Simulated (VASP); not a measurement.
AuZn (CsCl type) is relaxed at rising pressure, each step from the one before. Symmetry mostly holds the structure type, and other phases were not tried. The mesh follows the cell, and a change of mesh leaves a small step in the series.

```yaml
crystal:
  lattice:
    - [3.18770, 0.00000, 0.00000]
    - [0.00000, 3.18770, 0.00000]
    - [0.00000, 0.00000, 3.18770]
  atoms:
    - { symbol: Zn, position: [0.50000, 0.50000, 0.50000] }
    - { symbol: Au, position: [0.00000, 0.00000, 0.00000] }
```

The numbers are results of PBE GGA, VASP's PBE PAW potentials (set 64) (plane waves; VASP), not measurements. Numerical set-up: 500 eV cut-off, 11×11×11 Γ-centred mesh, first-order Methfessel-Paxton smearing of 0.10 eV, potentials Zn Au.

Unless said otherwise, spin-orbit coupling is left out, though it shifts the bands of the heavy elements here.

```csv
P (GPa),V (Å³/atom),H − H(0) (eV/atom),space group,gap on the mesh (eV),k-mesh
0,16.20,0.000,Pm-3m,0.00,11×11×11
5,15.59,0.494,Pm-3m,0.00,12×12×12
10,15.09,0.973,Pm-3m,0.00,12×12×12
20,14.33,1.890,Pm-3m,0.00,12×12×12
30,13.75,2.766,Pm-3m,0.00,12×12×12
45,13.07,4.020,Pm-3m,0.00,12×12×12
```

Pressures at which the relaxation failed are left out.

The compound is AuZn in the CsCl type structure. The electron count is odd and the run is not spin-polarised, which forces a metal.
